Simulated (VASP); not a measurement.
```
FeNi3
1.0
    3.59589     0.00000     0.00000
    0.00000     3.64954     0.00000
    0.00000     0.00000     3.58843
Fe Ni
1 3
Direct
  0.00000   0.00000   0.00000
  0.00000   0.50000   0.50000
  0.50000   0.00000   0.50000
  0.52491   0.50000   0.00000
```
Starting moments (μB, in the order of the record's atoms Fe Ni Ni Ni): 3.0 0.7 0.7 0.7.

The numbers are results of PBE GGA + U (Dudarev), VASP's PBE PAW potentials (set 64) (plane waves; VASP), not measurements. Settings: 400 eV cut-off, 8×8×8 Γ-centred mesh, first-order Methfessel-Paxton smearing of 0.10 eV, potentials Fe Ni, U − J: Fe 3.00 eV, Ni 3.00 eV.

Task: Which forces act on the atoms, in eV/Å?

Result: 
```json
[
 {"atom": "Fe1", "Fx": "0.247", "Fy": "0.000", "Fz": "0.000"},
 {"atom": "Ni2", "Fx": "0.311", "Fy": "0.000", "Fz": "0.000"},
 {"atom": "Ni3", "Fx": "0.043", "Fy": "0.000", "Fz": "0.000"},
 {"atom": "Ni4", "Fx": "-0.601", "Fy": "0.000", "Fz": "0.000"}
]
```

Task: Give the stress tensor in GPa (positive for a compressed cell).

Result: 
```
-10.17    0.00    0.00
  0.00  -10.02    0.00
  0.00    0.00  -10.04
```
The pressure is its mean diagonal, -10.08 GPa.

The compound is Ni3Fe in the L1_2 structure. The cell was not relaxed at this level, atoms are displaced from their ideal sites. The run is one of a series of settings (LDAU = .TRUE., LDAUJ = 0 0, LDAUL = 2 2, LDAUTYPE = 2, LDAUU = 3.0 3.0 against the base run), some of them coarse on purpose.
